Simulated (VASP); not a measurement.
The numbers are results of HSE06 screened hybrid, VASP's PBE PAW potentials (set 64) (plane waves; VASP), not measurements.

A VASP calculation is set up with these files.

File KPOINTS:
```
Regular mesh
0
Gamma
  1 1 1
```

File POSCAR:
```
C36Si36
1
    4.6409808260    -8.0384148411     0.0000000000
    4.6409808260     8.0384148411     0.0000000000
    0.0000000000     0.0000000000    10.1276834096
Si C
36 36
Direct
  1.0000000000   0.0000000000   0.0003806264
  0.0000000000   0.0000000000   0.5003806264
  0.2222220000   0.1111110000   0.7507329501
  0.1111110000   0.2222220000   0.2507329501
  1.0000000000   0.3333330000   0.0003806264
  0.0000000000   0.3333330000   0.5003806264
  0.2222220000   0.4444440000   0.7507329501
  0.1111110000   0.5555560000   0.2507329501
  1.0000000000   0.6666670000   0.0003806264
  0.0000000000   0.6666670000   0.5003806264
  0.2222220000   0.7777780000   0.7507329501
  0.1111110000   0.8888890000   0.2507329501
  0.3333330000   0.0000000000   0.0003806264
  0.3333330000   1.0000000000   0.5003806264
  0.5555560000   0.1111110000   0.7507329501
  0.4444440000   0.2222220000   0.2507329501
  0.3333330000   0.3333330000   0.0003806264
  0.3333330000   0.3333330000   0.5003806264
  0.5555560000   0.4444440000   0.7507329501
  0.4444440000   0.5555560000   0.2507329501
  0.3333330000   0.6666670000   0.0003806264
  0.3333330000   0.6666670000   0.5003806264
  0.5555560000   0.7777780000   0.7507329501
  0.4444440000   0.8888890000   0.2507329501
  0.6666670000   0.0000000000   0.0003806264
  0.6666670000   1.0000000000   0.5003806264
  0.8888890000   0.1111110000   0.7507329501
  0.7777780000   0.2222220000   0.2507329501
  0.6666670000   0.3333330000   0.0003806264
  0.6666670000   0.3333330000   0.5003806264
  0.8888890000   0.4444440000   0.7507329501
  0.7777780000   0.5555560000   0.2507329501
  0.6666670000   0.6666670000   0.0003806264
  0.6666670000   0.6666670000   0.5003806264
  0.8888890000   0.7777780000   0.7507329501
  0.7777780000   0.8888890000   0.2507329501
  0.0000000000   0.0000000000   0.8128959839
  0.0000000000   1.0000000000   0.3128959839
  0.2222220000   0.1111110000   0.5616204396
  0.1111110000   0.2222220000   0.0616204396
  0.0000000000   0.3333330000   0.8128959839
  0.0000000000   0.3333330000   0.3128959839
  0.2222220000   0.4444440000   0.5616204396
  0.1111110000   0.5555560000   0.0616204396
  0.0000000000   0.6666670000   0.8128959839
  0.0000000000   0.6666670000   0.3128959839
  0.2222220000   0.7777780000   0.5616204396
  0.1111110000   0.8888890000   0.0616204396
  0.3333330000   0.0000000000   0.8128959839
  0.3333330000   1.0000000000   0.3128959839
  0.5555560000   0.1111110000   0.5616204396
  0.4444440000   0.2222220000   0.0616204396
  0.3333330000   0.3333330000   0.8128959839
  0.3333330000   0.3333330000   0.3128959839
  0.5555560000   0.4444440000   0.5616204396
  0.4444440000   0.5555560000   0.0616204396
  0.3333330000   0.6666670000   0.8128959839
  0.3333330000   0.6666670000   0.3128959839
  0.5555560000   0.7777780000   0.5616204396
  0.4444440000   0.8888890000   0.0616204396
  0.6666670000   0.0000000000   0.8128959839
  0.6666670000   0.0000000000   0.3128959839
  0.8888890000   0.1111110000   0.5616204396
  0.7777780000   0.2222220000   0.0616204396
  0.6666670000   0.3333330000   0.8128959839
  0.6666670000   0.3333330000   0.3128959839
  0.8888890000   0.4444440000   0.5616204396
  0.7777780000   0.5555560000   0.0616204396
  0.6666670000   0.6666670000   0.8128959839
  0.6666670000   0.6666670000   0.3128959839
  0.8888890000   0.7777780000   0.5616204396
  0.7777780000   0.8888890000   0.0616204396
```

### INCAR
```
SYSTEM = C36Si36
PREC = Normal
ENCUT = 400
EDIFF = 1E-5
NELM = 50
ALGO = Normal
LREAL = Auto
LASPH = .TRUE.
ISMEAR = 0
SIGMA = 0.05
GGA = PE
LWAVE = .FALSE.
LCHARG = .FALSE.
NELMIN = 4
HFSCREEN = 0.2
AEXX = 0.25
LHFCALC = .TRUE.
PRECFOCK = Fast
ISYM = 3
ISIF = 0
LVHAR = .TRUE.
```

POTCAR, in this order: Si C (PBE.64 set). Program: vasp_gam. Read from the step before: WAVECAR.

**Question.** What will the output report for the number of irreducible k-points (NKPTS), largest plane-wave count, number of space-group operations, FFT grid (NGX, NGY, NGZ)?

**Answer.** 
The number of irreducible k-points (NKPTS) is 1. The largest plane-wave count is 6857, the number of space-group operations is 12 and the FFT grid (NGX, NGY, NGZ) is 48 × 48 × 50.

The cell is a supercell, built from SiC (4h). The cell's shape comes from a PBE relaxation.
